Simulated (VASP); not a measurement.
Method: vdW-DF-cx, VASP's PBE PAW potentials (set 64) (plane waves; VASP 6.6.1).

The input files of a VASP run:

POSCAR:
```
SnSe2
1.0
  1.9165081878  -3.3194897697   0.0000000000
  1.9165081878   3.3194897697   0.0000000000
  0.0000000000   0.0000000000   6.2366366453
Sn Se
1 2
direct
  1.0000000000   0.0000000000   0.0000000000
  0.3333330000   0.6666670000   0.2525926707
  0.6666670000   0.3333330000   0.7474073293
```

**INCAR**
```
# general
SYSTEM   = SnSe2
PREC     = Accurate
ENCUT    = 520   # plane-wave cut-off (eV)
LREAL    = F   # projection in real space or not
LASPH    = T   # aspherical one-centre terms

# electronic loop
EDIFF    = 1E-6   # SCF stop (eV)
NELM     = 100   # most electronic steps
ALGO     = Normal
LMAXMIX  = 4

# smearing
ISMEAR   = 0
SIGMA    = 0.05

# functional
GGA      = CX
LUSE_VDW = T
AGGAC    = 0.0

# ions
IBRION   = 2   # conjugate gradients
NSW      = 60   # most ionic steps
ISIF     = 3
EDIFFG   = -0.02   # ionic stop

# output
LWAVE    = F
LCHARG   = F
```

KPOINTS:
```
Automatic mesh
0
Gamma
6 6 3
0 0 0
```

POTCAR, in this order: Sn_d Se (PBE.64 set). Program: vasp_std.

**Question.** Predict the energy per atom (σ→0), volume per atom.

**Answer.** 
```
Property                        Value
---------------------  --------------
energy per atom (σ→0)  -1.927 eV/atom
volume per atom         26.07 Å³/atom
```

**OSZICAR**
```
...
       N       E                     dE             d eps       ncg     rms          rms(c)
DAV:   1    -0.578174368983E+01   -0.77120E-03   -0.89453E-02   583   0.262E+00    0.176E-01
DAV:   2    -0.578164566888E+01    0.98021E-04   -0.53648E-03   701   0.687E-01    0.852E-02
DAV:   3    -0.578146948553E+01    0.17618E-03   -0.37369E-04   783   0.238E-01    0.330E-02
DAV:   4    -0.578144878966E+01    0.20696E-04   -0.65669E-05   734   0.991E-02    0.939E-03
DAV:   5    -0.578144664977E+01    0.21399E-05   -0.60485E-06   803   0.312E-02    0.315E-03
DAV:   6    -0.578144676878E+01   -0.11901E-06   -0.72250E-07   329   0.889E-03
  11 F= -.57814468E+01 E0= -.57814468E+01  d E =-.121101E-03
```

The compound is SnSe2 in the 1T layered structure. This run relaxes it. Symmetry was kept, so distortions that lower it aren't found. The start is the result of an earlier pass.
